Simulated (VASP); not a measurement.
Input:

```xyz
3
Lattice="0.0000 2.3100 2.3100 2.3100 0.0000 2.3100 2.3100 2.3100 0.0000" Properties=species:S:1:pos:R:3 pbc="T T T"
Li     1.1550     1.1550     1.1550
Li     3.4650     3.4650     3.4650
O      0.0000     0.0000     0.0000
```

Level of theory: PBE GGA, VASP's PBE PAW potentials (set 64) (plane waves; VASP). Run with PREC = Normal, 500 eV cut-off, 4×4×4 Γ-centred mesh, Gaussian smearing of 0.010 eV, potentials Li_sv_GW O_GW_new.

Problem. Estimate the energy per atom (σ→0), pressure, band gap (on the k-mesh) with the smallest direct gap where there is one.

Solution. 
```
Item                                          Value
-----------------------------------  --------------
band gap (on the k-mesh)                    4.97 eV
smallest direct gap (on the k-mesh)         5.25 eV
energy per atom (σ→0)                -5.968 eV/atom
pressure                                  -2.99 GPa
```

Total energies compare only between runs with the same potentials, cut-off and functional.

The compound is Li2O in the antifluorite structure. The cell was not relaxed at this level. The k-mesh is coarse (spacing up to 0.59 per Å, 2π included), so the numbers may not be converged in it.
